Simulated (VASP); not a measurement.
Data:

```yaml
crystal:
  lattice:
    - [3.53137, 0.00000, 0.00000]
    - [-1.76568, 3.05825, 0.00000]
    - [0.00000, 0.00000, 17.85747]
  atoms:
    - { symbol: S, position: [0.66667, 0.33333, 0.43172] }
    - { symbol: S, position: [0.33333, 0.66667, 0.56828] }
    - { symbol: Pt, position: [0.00000, 0.00000, 0.50000] }
```

Level of theory: PBEsol GGA, VASP's PBE PAW potentials (set 64) (plane waves; VASP). Run with PREC = Normal, 400 eV cut-off, 12×12×1 Γ-centred mesh, Gaussian smearing of 0.050 eV, potentials S Pt.

Question: Estimate the energy per atom (σ→0).

Answer: 
```
Property                               Result
---------------------  ----------------------
energy per atom (σ→0)  -544.8 kJ/mol of atoms
```

The absolute energy has meaning only against runs of the same code, potentials and settings.

The cell is a sheet with vacuum, built from PtS2 (1T layered).
